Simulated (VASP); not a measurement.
Here is the system:

```
CELL_PARAMETERS angstrom
      0.00000     2.71147     2.71147
      2.71147     0.00000     2.71147
      2.71147     2.71147     0.00000
ATOMIC_POSITIONS crystal
  Yb 0.00000 0.00000 0.00000
```

Calculation: PBE GGA, VASP's PBE PAW potentials (set 64) (plane waves; VASP). Settings: 400 eV cut-off, 19×19×19 Γ-centred mesh, Gaussian smearing of 0.010 eV, potentials Yb_2.

The 4f electrons are frozen in the core of the lanthanide potential, so 4f levels, which can set the real gap, and their magnetism are missing.

Estimate the energy per atom (σ→0), band gap (on the k-mesh) with the smallest direct gap where there is one.

- band gap (on the k-mesh): none (metal, semimetal or under 0.01 eV)
- energy per atom (σ→0): -1.466 eV/atom

The absolute energy has meaning only against runs of the same code, potentials and settings.

The compound is Yb in the fcc structure. It was relaxed first.
